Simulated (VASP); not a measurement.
Here is the system:

```
Hg4Pt
1.0
   -3.11876     3.11876     3.11876
    3.11876    -3.11876     3.11876
    3.11876     3.11876    -3.11876
Hg Pt
4 1
Direct
  0.00000   0.00000   0.50000
  0.00000   0.50000   0.00000
  0.50000   0.50000   0.50000
  0.50000   0.00000   0.00000
  0.00000   0.00000   0.00000
```

Level of theory: PBEsol GGA, VASP's PBE PAW potentials (set 64) (plane waves; VASP 6.6.1). Settings: 480 eV cut-off, 6×6×6 Γ-centred mesh, first-order Methfessel-Paxton smearing of 0.10 eV, potentials Hg Pt.

Unless said otherwise, spin-orbit coupling is left out, though it shifts the bands of the heavy elements here.

### Question
Estimate the energy per atom (σ→0), band gap (on the k-mesh) with the smallest direct gap where there is one.

### Answer

```json
{
 "band gap (on the k-mesh)": "none (metal, semimetal or under 0.01 eV)",
 "energy per atom (σ→0)": "-189.4 kJ/mol of atoms"
}
```

Only differences to runs with the same potentials and settings are physical.

The structure comes from a computed database's Hg4Pt entry (Im-3m); how it stands against other phases isn't given here. It was relaxed first.
